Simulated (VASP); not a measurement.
Input:

```yaml
crystal:
  lattice:
    - [0.00000, 3.07164, 3.07164]
    - [3.07164, 0.00000, 3.07164]
    - [3.07164, 3.07164, 0.00000]
  atoms:
    - { symbol: Cd, position: [0.00000, 0.00000, 0.00000] }
    - { symbol: Se, position: [0.25000, 0.25000, 0.25000] }
```

Computed with r2SCAN meta-GGA, VASP's PBE PAW potentials (set 64) (plane waves; VASP). Run with 520 eV cut-off, 8×8×8 Γ-centred mesh, Gaussian smearing of 0.050 eV, potentials Cd Se.

Task: Give the energy at these volumes per atom, relative to the lowest: 27.23, 28.10, 28.97, 29.84, 30.71 Å³.

Result: 19.0, 4.5, 0.0, 3.9, 14.9 meV/atom. A third-order Birch-Murnaghan fit gives B0 = 51.6 GPa and B0′ = 4.6.

Measured: a 6.077 Å (computed value off by +1.1 %), as given by arXiv:1206.3780. The calculation is for a static lattice, while the measured a holds thermal and zero-point effects, which are part of the difference.

The compound is CdSe in the zinc blende structure, whereas wurtzite is the usual form. It was relaxed first.
